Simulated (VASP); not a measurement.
Input of a VASP 6.6.1 run:

The input INCAR:

```
SYSTEM = GaHg
PREC     = Accurate       ! precision mode
ENCUT    = 520            ! plane-wave cutoff, eV
EDIFF    = 1E-7           ! SCF threshold, eV
ISMEAR   = -1             ! smearing method
SIGMA    = 0.05           ! smearing width, eV
LREAL    = .FALSE.        ! projectors in reciprocal space
LASPH    = .TRUE.         ! aspherical terms in the spheres
NELM     = 80             ! most SCF steps
ALGO     = Normal         ! electronic algorithm
ISIF     = 2              ! what is computed and relaxed
LWAVE    = .FALSE.        ! write WAVECAR
LCHARG   = .FALSE.        ! write CHGCAR
GGA      = PE             ! functional
NBANDS   = 20             ! bands
```

The input KPOINTS:

```
regular mesh
0
G
  8 8 8
  0 0 0
```

Contents of POSCAR:

```
GaHg
1.0
    0.0000000000      2.8969200000      2.8969200000
    2.8969200000      0.0000000000      2.8969200000
    2.8969200000      2.8969200000      0.0000000000
Ga Hg
1 1
Direct
    0.0000000000      0.0000000000      0.0000000000
    0.5000000000      0.5000000000      0.5000000000
```

Potentials or basis: VASP PAW PBE potentials, release 64 (Ga_d, Hg).

Command:

```bash
$ cat potpaw_PBE.64/Ga_d/POTCAR potpaw_PBE.64/Hg/POTCAR > POTCAR
$ mpirun -np 1 vasp_std > vasp.out
```

Problem. What does it give for the band gap on the k mesh?

Solution. None (metal or under the smearing width).

Problem. What does it give for the pressure?

Solution. 0.2 GPa.

Spin-orbit coupling is left out, which matters for the levels of Hg.
